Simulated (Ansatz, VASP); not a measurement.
# WSeS: VASP beside Ansatz

One calculation is typed for both programs; each brings its own data sets. How far apart do they land? The cell is taken from a series of runs on this material, whose earlier steps may have relaxed, scaled, displaced or heated it; both programs get it as it stands.

Main program and level: Ansatz 0.2.0; plane waves, with VASP 6.6.1 beside it; PBEsol.

## (1) Starting point

The cell holds 3 atoms: 1 W, 1 S and 1 Se. Its edges and angles: a = 3.239 Å, b = 3.215 Å, c = 30.400 Å, α = 90.0°, β = 90.0°, γ = 120.2°. Vacuum lies along c.

## (2) VASP: zone-centre phonons, PBEsol, pair 1

Second derivatives magnify differences that forces hide, and they need a tight electronic threshold.

Lines of VASP's logs that name or quote its potential files are left out, and so is its time.

Input file INCAR:

```
SYSTEM = WSeS
PREC = Accurate
ENCUT = 600
EDIFF = 1E-08
NELM = 120
ISMEAR = 0
SIGMA = 0.01
LREAL = .FALSE.
ALGO = Normal
GGA = PS
NBANDS = 15
LASPH = .TRUE.
LORBIT = 11
LWAVE = .FALSE.
LCHARG = .FALSE.
ISIF = 2
IBRION = 8
GGA_COMPAT = .FALSE.
EFERMI = MIDGAP
NELMDL = -8
KPAR = 2
```

Input file POSCAR:

```
WSeS
1.0
    3.2390661806      0.0000000000      0.0000000000
   -1.6195330903      2.7773401950      0.0000000000
    0.0000000000      0.0000000000     30.4000000000
W S Se
1 1 1
Direct
    0.3328974759      0.6657949517      0.3297440651
    0.6669157360      0.3338314719      0.3799888948
    0.6668534549      0.3337069097      0.2738196716
```

Input file KPOINTS:

```
Automatic mesh
0
Gamma
12 12 1
0 0 0
```

Potentials, in the order of the species: W, S and Se (PBE family, release 64).

Started as:

```bash
mpirun -np 2 vasp_std
```

Numbers of over 12 decimals in the logs are rounded to 6 here.

The log of the run:

```text
[banner, memory and clock lines left out]
running    2 mpi-ranks, on    1 nodes
 distrk:  each k-point on    1 cores,    2 groups
 distr:  one band on    1 cores,    1 groups

 POSCAR found type information on POSCAR W S Se
 POSCAR found :  3 types and       3 ions
|                                                                             |
|               ----> ADVICE to this user running VASP <----                  |
|                                                                             |
|     You enforced a specific xc type in the INCAR file but a different       |
|     [... a line on the potential file left out ...]
|     I HOPE YOU KNOW WHAT YOU ARE DOING!                                     |
|                                                                             |

 LDA part: xc-table for (Slater+PW92), standard interpolation
 POSCAR, INCAR and KPOINTS ok, starting setup
 FFT: planning ... GRIDC
 FFT: planning ... GRID_SOFT
 FFT: planning ... GRID
 WAVECAR not read
 entering main loop
       N       E                     dE             d eps       ncg     rms          rms(c)
DAV:   1     0.143191732350E+03    0.14319E+03   -0.60867E+03  1290   0.946E+02
DAV:   2    -0.705168483883E+01   -0.15024E+03   -0.13907E+03  2284   0.162E+02
DAV:   3    -0.251137423863E+02   -0.18062E+02   -0.17941E+02  1865   0.719E+01
DAV:   4    -0.254828977637E+02   -0.36916E+00   -0.36751E+00  1671   0.129E+01
DAV:   5    -0.254905836791E+02   -0.76859E-02   -0.76834E-02  1759   0.174E+00
DAV:   6    -0.254908942077E+02   -0.31053E-03   -0.31052E-03  1796   0.365E-01
DAV:   7    -0.254909065590E+02   -0.12351E-04   -0.12351E-04  1831   0.672E-02
DAV:   8    -0.254909071790E+02   -0.62002E-06   -0.61999E-06  1829   0.150E-02    0.257E+01
DAV:   9    -0.244969594357E+02    0.99395E+00   -0.25963E+00  1949   0.119E+01    0.108E+01
DAV:  10    -0.243550234278E+02    0.14194E+00   -0.10910E+00  1717   0.805E+00    0.549E+00
DAV:  11    -0.242751671185E+02    0.79856E-01   -0.16355E-01  1612   0.360E+00    0.788E-01
DAV:  12    -0.242743123809E+02    0.85474E-03   -0.29671E-02  1801   0.115E+00    0.395E-01
DAV:  13    -0.242726129773E+02    0.16994E-02   -0.64231E-03  1759   0.587E-01    0.165E-01
DAV:  14    -0.242725901681E+02    0.22809E-04   -0.68537E-04  1815   0.211E-01    0.625E-02
[...]
DAV:  25    -0.242730866121E+02   -0.15675E-05   -0.23691E-08  1628   0.437E-04    0.181E-04
DAV:  26    -0.242730880285E+02   -0.14164E-05   -0.19795E-08  1497   0.443E-04    0.107E-04
DAV:  27    -0.242730887345E+02   -0.70599E-06   -0.84126E-09  1490   0.273E-04    0.178E-04
DAV:  28    -0.242730889551E+02   -0.22065E-06   -0.52783E-10  1478   0.148E-04    0.401E-05
DAV:  29    -0.242730890516E+02   -0.96431E-07   -0.12023E-11  1324   0.835E-05    0.599E-05
DAV:  30    -0.242730890749E+02   -0.23289E-07    0.61143E-10  1422   0.351E-05    0.155E-05
DAV:  31    -0.242730890948E+02   -0.19922E-07    0.56036E-10  1051   0.375E-05    0.139E-05
DAV:  32    -0.242730890964E+02   -0.16321E-08    0.67302E-10  1345   0.205E-05
   1 F= -.24273089E+02 E0= -.24273089E+02  d E =0.000000E+00
 Linear response reoptimize wavefunctions to high precision
DAV:   1    -0.242730890968E+02   -0.41632E-09    0.67629E-10  1338   0.620E-06
DAV:   2    -0.242730890969E+02   -0.28194E-10    0.68196E-10  1415   0.258E-06
 Linear response DOF=           9
 Linear response progress:
  Degree of freedom:   1/  9
       N       E                     dE             d eps       ncg     rms          rms(c)
RMM:   1    -0.114768806386E+00   -0.11477E+00   -0.10365E-01  4088   0.178E+00
RMM:   2    -0.110047948990E+00    0.47209E-02   -0.33153E-03  3450   0.362E-01    0.174E-01
RMM:   3    -0.109504142436E+00    0.54381E-03   -0.30884E-04  3540   0.962E-02    0.103E-01
RMM:   4    -0.109320532738E+00    0.18361E-03   -0.35891E-04  3431   0.115E-01    0.137E-02
RMM:   5    -0.109359463106E+00   -0.38930E-04   -0.64553E-06  3912   0.160E-02    0.337E-03
[...]
RMM:  11    -0.150704326703E+00    0.87913E-07   -0.97912E-09  2345   0.375E-04    0.592E-05
RMM:  12    -0.150704368976E+00   -0.42273E-07    0.35296E-08  2376   0.106E-04    0.409E-05
RMM:  13    -0.150704424907E+00   -0.55931E-07    0.69560E-08  2409   0.108E-04    0.169E-05
RMM:  14    -0.150704484701E+00   -0.59795E-07    0.92311E-08  2515   0.676E-05    0.131E-05
RMM:  15    -0.150704465810E+00    0.18892E-07    0.45382E-08  2563   0.676E-05    0.863E-06
RMM:  16    -0.150704476789E+00   -0.10979E-07    0.63180E-08  2559   0.284E-05    0.417E-06
RMM:  17    -0.150704467183E+00    0.96062E-08   -0.87848E-09  2547   0.312E-05    0.198E-06
 first order change of Fermi-energy  -0.47960E+00
 force on displaced ion       1 direction 3 :  -0.000  -0.027 -31.061
 Linear response progress:
  Degree of freedom:   4/  9
       N       E                     dE             d eps       ncg     rms          rms(c)
RMM:   1    -0.950462731094E-01   -0.95046E-01    0.12518E-02  5373   0.208E+00
RMM:   2    -0.935229881519E-01    0.15233E-02   -0.23522E-03  3590   0.381E-01    0.133E-01
RMM:   3    -0.937158107680E-01   -0.19282E-03   -0.11326E-04  3679   0.683E-02    0.772E-02
RMM:   4    -0.939902618319E-01   -0.27445E-03   -0.77467E-05  3795   0.459E-02    0.138E-02
[...]
first order change of Fermi-energy   0.71005E-02
 force on displaced ion       2 direction 2 :   0.000 -10.552  -0.166
 Linear response progress:
  Degree of freedom:   6/  9
       N       E                     dE             d eps       ncg     rms          rms(c)
RMM:   1    -0.158642386432E+00   -0.15864E+00    0.23724E-02  3075   0.215E+00
RMM:   2    -0.155252207928E+00    0.33902E-02   -0.32858E-03  2092   0.419E-01    0.346E-01
RMM:   3    -0.155142217118E+00    0.10999E-03   -0.43492E-04  2187   0.127E-01    0.253E-01
RMM:   4    -0.155302259142E+00   -0.16004E-03   -0.30314E-04  2151   0.797E-02    0.479E-02
RMM:   5    -0.155262378042E+00    0.39881E-04   -0.12505E-04  2145   0.552E-02    0.164E-02
RMM:   6    -0.155260950399E+00    0.14276E-05   -0.39719E-06  2159   0.123E-02    0.435E-03
RMM:   7    -0.155259546773E+00    0.14036E-05   -0.43237E-07  2330   0.365E-03    0.208E-03
RMM:   8    -0.155262636100E+00   -0.30893E-05   -0.10584E-08  2352   0.741E-04    0.137E-03
RMM:   9    -0.155268926864E+00   -0.62908E-05   -0.23725E-08  2170   0.733E-04    0.210E-04
RMM:  10    -0.155271770436E+00   -0.28436E-05   -0.17394E-09  2300   0.413E-04    0.495E-04
RMM:  11    -0.155274183474E+00   -0.24130E-05    0.23451E-08  2365   0.470E-04    0.818E-05
RMM:  12    -0.155275840567E+00   -0.16571E-05   -0.15678E-07  2457   0.276E-04    0.860E-05
RMM:  13    -0.155276581374E+00   -0.74081E-06   -0.23193E-07  2470   0.197E-04    0.260E-05
RMM:  14    -0.155276488563E+00    0.92811E-07    0.16345E-07  2505   0.125E-04    0.499E-05
RMM:  15    -0.155276611624E+00   -0.12306E-06   -0.24915E-07  2516   0.724E-05    0.154E-05
RMM:  16    -0.155276670380E+00   -0.58756E-07    0.34613E-08  2505   0.421E-05    0.523E-06
RMM:  17    -0.155276659003E+00    0.11377E-07   -0.41015E-08  2461   0.226E-05    0.429E-06
RMM:  18    -0.155276663616E+00   -0.46130E-08   -0.74808E-08  2333   0.131E-05    0.234E-06
 first order change of Fermi-energy   0.16350E+01
 force on displaced ion       2 direction 3 :   0.000  -0.168 -17.856
 Linear response progress:
  Degree of freedom:   7/  9
       N       E                     dE             d eps       ncg     rms          rms(c)
RMM:   1    -0.700162120346E-01   -0.70016E-01    0.37358E-02  5313   0.149E+00
RMM:   2    -0.691323239086E-01    0.88389E-03   -0.17914E-03  3642   0.294E-01    0.946E-02
RMM:   3    -0.692258632150E-01   -0.93539E-04   -0.74028E-05  3740   0.468E-02    0.567E-02
RMM:   4    -0.693780142451E-01   -0.15215E-03   -0.32168E-05  3789   0.322E-02    0.695E-03
RMM:   5    -0.693427045165E-01    0.35310E-04   -0.70408E-07  3868   0.658E-03    0.206E-03
RMM:   6    -0.693323965231E-01    0.10308E-04    0.45016E-08  4026   0.184E-03    0.546E-04
RMM:   7    -0.693357462791E-01   -0.33498E-05   -0.88721E-08  3854   0.746E-04    0.161E-04
RMM:   8    -0.693353154772E-01    0.43080E-06   -0.52719E-08  4087   0.159E-04    0.341E-05
RMM:   9    -0.693351111900E-01    0.20429E-06   -0.19535E-08  4119   0.385E-05    0.158E-05
RMM:  10    -0.693349618630E-01    0.14933E-06   -0.98899E-09  3850   0.223E-05    0.333E-06
RMM:  11    -0.693349591902E-01    0.26728E-08   -0.20315E-08  4181   0.662E-06    0.246E-06
 first order change of Fermi-energy  -0.22221E-03
 force on displaced ion       3 direction 1 :  -9.143  -0.001   0.001
 Linear response progress:
  Degree of freedom:   8/  9
       N       E                     dE             d eps       ncg     rms          rms(c)
RMM:   1    -0.697111493477E-01   -0.69711E-01    0.35954E-02  3036   0.148E+00
RMM:   2    -0.687868154295E-01    0.92433E-03   -0.17816E-03  2106   0.290E-01    0.941E-02
RMM:   3    -0.688727939282E-01   -0.85978E-04   -0.68794E-05  2152   0.449E-02    0.565E-02
RMM:   4    -0.690228940268E-01   -0.15010E-03   -0.30902E-05  2198   0.319E-02    0.691E-03
RMM:   5    -0.689904054763E-01    0.32489E-04   -0.10694E-06  2267   0.643E-03    0.253E-03
RMM:   6    -0.689789522689E-01    0.11453E-04   -0.27497E-07  2318   0.222E-03    0.701E-04
RMM:   7    -0.689793047245E-01   -0.35246E-06    0.15440E-10  2311   0.548E-04    0.319E-04
RMM:   8    -0.689810415665E-01   -0.17368E-05   -0.12108E-08  2171   0.368E-04    0.699E-05
RMM:   9    -0.689808553609E-01    0.18621E-06   -0.28779E-09  2404   0.873E-05    0.225E-05
RMM:  10    -0.689805909747E-01    0.26439E-06   -0.43038E-09  2225   0.316E-05    0.633E-06
RMM:  11    -0.689805950578E-01   -0.40831E-08   -0.11919E-08  2433   0.850E-06    0.165E-06
 first order change of Fermi-energy  -0.67475E-03
 force on displaced ion       3 direction 2 :   0.000  -9.247   0.140
 Linear response progress:
  Degree of freedom:   9/  9
       N       E                     dE             d eps       ncg     rms          rms(c)
RMM:   1    -0.133483355874E+00   -0.13348E+00    0.71685E-02  3007   0.158E+00
RMM:   2    -0.132020639327E+00    0.14627E-02   -0.29452E-03  2086   0.362E-01    0.276E-01
RMM:   3    -0.131872998607E+00    0.14764E-03   -0.33847E-04  2206   0.109E-01    0.218E-01
RMM:   4    -0.131947320167E+00   -0.74322E-04   -0.31839E-04  2178   0.797E-02    0.453E-02
RMM:   5    -0.131913766196E+00    0.33554E-04   -0.94465E-05  2109   0.489E-02    0.120E-02
RMM:   6    -0.131914662098E+00   -0.89590E-06   -0.53955E-06  2228   0.141E-02    0.231E-03
RMM:   7    -0.131916895701E+00   -0.22336E-05   -0.22433E-07  2241   0.285E-03    0.116E-03
RMM:   8    -0.131919834070E+00   -0.29384E-05   -0.25103E-08  2300   0.754E-04    0.726E-04
RMM:   9    -0.131926203790E+00   -0.63697E-05   -0.94601E-08  2149   0.113E-03    0.342E-04
RMM:  10    -0.131931896869E+00   -0.56931E-05   -0.11867E-07  2400   0.955E-04    0.218E-04
RMM:  11    -0.131933938608E+00   -0.20417E-05   -0.41387E-08  2481   0.489E-04    0.967E-05
RMM:  12    -0.131935384379E+00   -0.14458E-05   -0.13656E-07  2483   0.387E-04    0.593E-05
RMM:  13    -0.131935516523E+00   -0.13214E-06   -0.10726E-07  2550   0.311E-04    0.412E-05
RMM:  14    -0.131935608711E+00   -0.92187E-07   -0.10722E-07  2572   0.134E-04    0.233E-05
RMM:  15    -0.131935656791E+00   -0.48081E-07   -0.21759E-07  2551   0.741E-05    0.112E-05
RMM:  16    -0.131935693174E+00   -0.36382E-07   -0.11595E-07  2565   0.655E-05    0.759E-06
RMM:  17    -0.131935712496E+00   -0.19322E-07   -0.81900E-08  2491   0.251E-05    0.288E-06
RMM:  18    -0.131935714535E+00   -0.20393E-08   -0.17569E-08  2253   0.914E-06    0.208E-06
 first order change of Fermi-energy  -0.11554E+01
 force on displaced ion       3 direction 3 :  -0.000   0.141 -16.975
 Linear response finished
```

OUTCAR, selected parts (step 2):

```text
ion  position               nearest neighbor table
   1  0.333  0.666  0.330-   2 2.40   2 2.41   2 2.41   3 2.52   3 2.52   3 2.52
   2  0.667  0.334  0.380-   1 2.40   1 2.41   1 2.41
   3  0.667  0.334  0.274-   1 2.52   1 2.52   1 2.52

  LATTYP: Found a base centered orthorhombic cell.
 ALAT       =     3.2390661806
 B/A-ratio  =     1.7149017897
 C/A-ratio  =     9.3854210766

 Subroutine GETGRP returns: Found  2 space group operations
 (whereof  2 operations were pure point group operations)

The static configuration has the point symmetry C_1h.

 Found     43 irreducible k-points:

   k-points           NKPTS =     43   k-points in BZ     NKDIM =     43   number of bands    NBANDS=     15

   dimension x,y,z NGX =    28 NGY =   28 NGZ =  250
   dimension x,y,z NGXF=    56 NGYF=   56 NGZF=  500

   ENCUT  =  600.0 eV  44.10 Ry    6.64 a.u.   6.47  6.42 60.72*2*pi/ulx,y,z

   NELECT =      18.0000    total number of electrons

 k-points in reciprocal lattice and weights: Automatic mesh
   0.00000000  0.00000000  0.00000000       0.007
   0.08333333  0.00000000  0.00000000       0.028
   0.16666667  0.00000000  0.00000000       0.028
   0.25000000  0.00000000  0.00000000       0.028
   0.33333333  0.00000000  0.00000000       0.028
   0.41666667  0.00000000  0.00000000       0.028
   0.50000000  0.00000000  0.00000000       0.014
   0.00000000  0.08333333  0.00000000       0.014
   0.08333333  0.08333333  0.00000000       0.028
[...]
0.16666667  0.41666667  0.00000000       0.014
   0.00000000  0.50000000  0.00000000       0.007

 average (electrostatic) potential at core
       1 -48.5357       2 -94.6249       3 -61.2580

  Total       -0.8823066     -0.2704027     -0.0716947      0.0000000     -0.0000926      0.0000000
  in kB       -5.1690132     -1.5841605     -0.4200251      0.0000000     -0.0005423      0.0000000
  external PRESSURE =      -2.3910663 kB  Pullay stress =       0.0000000 kB

  energy-cutoff  :      600.00
  volume of cell :      273.48
      direct lattice vectors                 reciprocal lattice vectors
     3.239066181  0.000000000  0.000000000     0.308730956  0.180028360  0.000000000
    -1.619533090  2.777340195  0.000000000     0.000000000  0.360056720  0.000000000
     0.000000000  0.000000000 30.400000000     0.000000000  0.000000000  0.032894737

 POSITION                                       TOTAL-FORCE (eV/Angst)
 -----------------------------------------------------------------------------------
      0.00000      1.84914     10.02422        -0.000000     -0.000827      0.014548
      1.61953      0.92716     11.55166        -0.000000      0.000406     -0.027850
      1.61953      0.92682      8.32412         0.000000      0.000421      0.013302
 -----------------------------------------------------------------------------------
    total drift:                               -0.000000     -0.000187     -0.000029

 Eigenvectors and eigenvalues of the dynamical matrix
 ----------------------------------------------------

   1 f  =   12.585163 THz    79.074913 2PiTHz  419.795862 cm-1    52.048030 meV
             X         Y         Z           dx          dy          dz
      0.000000  1.849139 10.024220    -0.000000    0.009194    0.406443
      1.619533  0.927164 11.551662     0.000000   -0.022108   -0.912542
      1.619533  0.926818  8.324118     0.000000   -0.000001   -0.038699

   2 f  =    9.957771 THz    62.566518 2PiTHz  332.155475 cm-1    41.182012 meV
             X         Y         Z           dx          dy          dz
      0.000000  1.849139 10.024220     0.000000    0.463334   -0.012712
      1.619533  0.927164 11.551662    -0.000000   -0.872926    0.019869
      1.619533  0.926818  8.324118    -0.000000   -0.150730    0.006735

   3 f  =    9.893641 THz    62.163582 2PiTHz  330.016353 cm-1    40.916794 meV
             X         Y         Z           dx          dy          dz
      0.000000  1.849139 10.024220     0.463067   -0.000000    0.000000
      1.619533  0.927164 11.551662    -0.873549    0.000000   -0.000000
      1.619533  0.926818  8.324118    -0.149936    0.000000   -0.000000

   4 f  =    8.460567 THz    53.159308 2PiTHz  282.214126 cm-1    34.990076 meV
             X         Y         Z           dx          dy          dz
      0.000000  1.849139 10.024220    -0.000000    0.003293   -0.459393
      1.619533  0.927164 11.551662    -0.000000    0.011724   -0.241109
      1.619533  0.926818  8.324118     0.000000   -0.012626    0.854703

   5 f  =    6.096127 THz    38.303093 2PiTHz  203.344896 cm-1    25.211543 meV
             X         Y         Z           dx          dy          dz
      0.000000  1.849139 10.024220     0.000000    0.402243    0.009145
      1.619533  0.927164 11.551662     0.000000    0.358684    0.000030
      1.619533  0.926818  8.324118    -0.000000   -0.842180   -0.013986

   6 f  =    6.064295 THz    38.103089 2PiTHz  202.283104 cm-1    25.079897 meV
             X         Y         Z           dx          dy          dz
      0.000000  1.849139 10.024220    -0.402670    0.000000    0.000000
      1.619533  0.927164 11.551662    -0.358046    0.000000   -0.000000
      1.619533  0.926818  8.324118     0.842413   -0.000000   -0.000000

   7 f/i=    0.000332 THz     0.002083 2PiTHz    0.011060 cm-1     0.001371 meV
             X         Y         Z           dx          dy          dz
      0.000000  1.849139 10.024220     0.000000   -0.101733   -0.783047
      1.619533  0.927164 11.551662     0.000000   -0.042484   -0.327001
      1.619533  0.926818  8.324118     0.000000   -0.066677   -0.513135

   8 f/i=    0.000618 THz     0.003884 2PiTHz    0.020621 cm-1     0.002557 meV
             X         Y         Z           dx          dy          dz
      0.000000  1.849139 10.024220     0.789573   -0.000000    0.000000
      1.619533  0.927164 11.551662     0.329719   -0.000000    0.000000
      1.619533  0.926818  8.324118     0.517552   -0.000000    0.000000

   9 f/i=    0.000906 THz     0.005690 2PiTHz    0.030207 cm-1     0.003745 meV
             X         Y         Z           dx          dy          dz
      0.000000  1.849139 10.024220     0.000000    0.782993   -0.101757
      1.619533  0.927164 11.551662     0.000000    0.326978   -0.042531
      1.619533  0.926818  8.324118     0.000000    0.513233   -0.066611

 ELASTIC MODULI CONTR FROM IONIC RELAXATION (kBar)
 Direction    XX          YY          ZZ          XY          YZ          ZX
 --------------------------------------------------------------------------------
 XX         -99.7378    -70.0742   -224.6878      0.0000      3.9203     -0.0000
 YY         -70.0742    -98.0397   -221.1300      0.0000     -4.2991      0.0000
 ZZ        -224.6878   -221.1300   -588.8189      0.0000      0.0761     -0.0000
 XY           0.0000      0.0000      0.0000     -7.3748      0.0000      5.6127
 YZ           3.9203     -4.2991      0.0761      0.0000   -295.9055      0.0000
 ZX          -0.0000      0.0000     -0.0000      5.6127      0.0000   -265.8551
 --------------------------------------------------------------------------------
```

This run has no spin polarisation, so a moment on W, if there is one, isn't seen. The data set W keeps the semicore shell frozen, which is cheaper and a little less accurate.

(Part 1 of 2 ends here.)

[Lines on the potential files, build, host, timing and source positions are cut from VASP's logs without a mark.]

[Logs are printed without paths, hosts, clocks, repeated set-up lines and the standing remarks that a program may print on its own settings, such as how far it seeks lower states.]

[Hosts, paths, dates, database ids (printed as entryN), source tags and the programs' standing remarks are cut or masked in the printed files.]
